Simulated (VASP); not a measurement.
Input:

```xyz
2
Lattice="2.7735 0.0000 0.0000 0.0000 2.7735 0.0000 0.0000 0.0000 2.7735" Properties=species:S:1:pos:R:3 pbc="T T T"
Ga     1.3867     1.3867     1.3867
Co     0.0000     0.0000     0.0000
```

Computed with LDA (Ceperley-Alder, Perdew-Zunger), VASP's LDA PAW potentials (set 64) (plane waves; VASP 6.6.1). Run with 500 eV cut-off, 13×13×13 Γ-centred mesh, first-order Methfessel-Paxton smearing of 0.10 eV, potentials Ga_d Co.

Energy and stress use the plane-wave basis of the starting cell.

### Question
The ions, cell shape and volume at an external pressure of 20.0 GPa are relaxed. Give the cell that the relaxation ends in.

### Answer

```xyz
2
Lattice="2.7420 0.0000 0.0000 0.0000 2.7420 0.0000 0.0000 0.0000 2.7420" Properties=species:S:1:pos:R:3 pbc="T T T"
Ga     1.3710     1.3710     1.3710
Co     0.0000     0.0000     0.0000
```
Space group Pm-3m (221), at a tolerance of 0.03 Å.

### Question
How do energy and volume change from the first to the last step?

### Answer
The energy (σ→0) changes by +32.8 meV/atom and the volume by -3.4 %, in 3 ionic steps.

The compound is CoGa in the CsCl type structure. This run relaxes it under an external pressure of 20 GPa. Symmetry was kept, so distortions that lower it aren't found. The run is not spin-polarised, so no magnetic state was tried.
